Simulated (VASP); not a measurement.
Calculation: PBEsol GGA, VASP's PBE PAW potentials (set 64) (plane waves; VASP).

A VASP calculation is set up with these files.

### POSCAR
```
W2N
2.7595020
  1.0000000724  -0.0000000184   0.0000000000
 -0.4999998805   0.8660255398   0.0000000000
  0.0000000000   0.0000000000   7.4183759349
N W
1 2
direct
  0.0000000000   0.0000000000   0.5000000000
  0.3333330000   0.6666670000   0.5704967231
  0.6666670000   0.3333330000   0.4295032769
```

### KPOINTS
```
k-points along high-symmetry lines
30
Line-mode
Reciprocal
  0.000000   0.000000   0.000000 ! GAMMA
  0.500000   0.000000   0.000000 ! M

  0.500000   0.000000   0.000000 ! M
  0.333333   0.333333   0.000000 ! K

  0.333333   0.333333   0.000000 ! K
  0.000000   0.000000   0.000000 ! GAMMA
```

**INCAR**
```
# general
SYSTEM  = W2N
PREC    = Accurate
ENCUT   = 520
LREAL   = .False.
LASPH   = .True.
ICHARG  = 11

# electronic loop
EDIFF   = 1E-7
NELM    = 100
ALGO    = Normal
LMAXMIX = 6

# smearing
ISMEAR  = 0
SIGMA   = 0.05

# functional
GGA     = PS

# output
LWAVE   = .False.
LCHARG  = .False.
LORBIT  = 11
```

POTCAR, in this order: N W_sv (PBE.64 set). Program: vasp_std. Read from the step before: CHGCAR.

The run wrote:

File OSZICAR:
```
       N       E                     dE             d eps       ncg     rms          rms(c)
DAV:   1     0.329560173927E+03    0.32956E+03   -0.20222E+04  4632   0.145E+03
DAV:   2    -0.148125669310E+02   -0.34437E+03   -0.33694E+03  4656   0.417E+02
DAV:   3    -0.321680617644E+02   -0.17355E+02   -0.16500E+02  4336   0.901E+01
DAV:   4    -0.330138462306E+02   -0.84578E+00   -0.82845E+00  4856   0.172E+01
DAV:   5    -0.330488514967E+02   -0.35005E-01   -0.33493E-01  4500   0.297E+00
DAV:   6    -0.330502784927E+02   -0.14270E-02   -0.14255E-02  4952   0.543E-01
DAV:   7    -0.330503336604E+02   -0.55168E-04   -0.55160E-04  4872   0.110E-01
DAV:   8    -0.330503358707E+02   -0.22103E-05   -0.22102E-05  4824   0.173E-02
DAV:   9    -0.330503359658E+02   -0.95094E-07   -0.95198E-07  3256   0.358E-03
   1 F= -.33050336E+02 E0= -.33049326E+02  d E =-.201928E-02
```

File OUTCAR:
```
 val. band max:       -0.8251865826   @ k =   0.1379   0.1379   0.0000

 cond. band min:      -0.8225707070   @ k =   0.2069   0.0000   0.0000



 k-point     1 :       0.0000    0.0000    0.0000
  band No.  band energies     occupation
      1     -75.3149      2.00000
      2     -75.3058      2.00000
      3     -39.9657      2.00000
      4     -39.7173      2.00000
      5     -38.8280      2.00000
      6     -38.8280      2.00000
      7     -38.8201      2.00000
      8     -38.8201      2.00000
      9     -18.6966      2.00000
     10     -10.1863      2.00000
     11      -6.1664      2.00000
     12      -5.4543      2.00000
     13      -5.4543      2.00000
     14      -2.1558      2.00000
     15      -1.9887      2.00000
     16      -1.8505      2.00000
     17      -1.7593      2.00000
     18      -1.7592      2.00000
     19       0.0024      0.00000
     20       0.0025      0.00000

 k-point     2 :       0.0172    0.0000    0.0000
  band No.  band energies     occupation
      1     -75.3145      2.00000
      2     -75.3055      2.00000
      3     -39.9650      2.00000
      4     -39.7169      2.00000
      5     -38.8319      2.00000
      6     -38.8289      2.00000
      7     -38.8239      2.00000
      8     -38.8209      2.00000
      9     -18.6924      2.00000
     10     -10.1754      2.00000
     11      -6.1570      2.00000
     12      -5.4737      2.00000
     13      -5.4542      2.00000
     14      -2.1453      2.00000
     15      -2.0237      2.00000
     16      -1.9355      2.00000
     17      -1.7473      2.00000
     18      -1.6646      2.00000
     19      -0.0163      0.00000
     20      -0.0023      0.00000

 k-point     3 :       0.0345    0.0000    0.0000
  band No.  band energies     occupation
      1     -75.3136      2.00000
      2     -75.3045      2.00000
      3     -39.9627      2.00000
      4     -39.7155      2.00000
      5     -38.8435      2.00000
      6     -38.8353      2.00000
...
```

The density is held fixed in this step, so its total energy and stress have no physical meaning. The cell holds a wide vacuum, so values per volume refer to the whole cell. Unless said otherwise, spin-orbit coupling is left out, though it shifts the bands of the heavy elements here.

The cell is a sheet with vacuum, built from a generated structure.
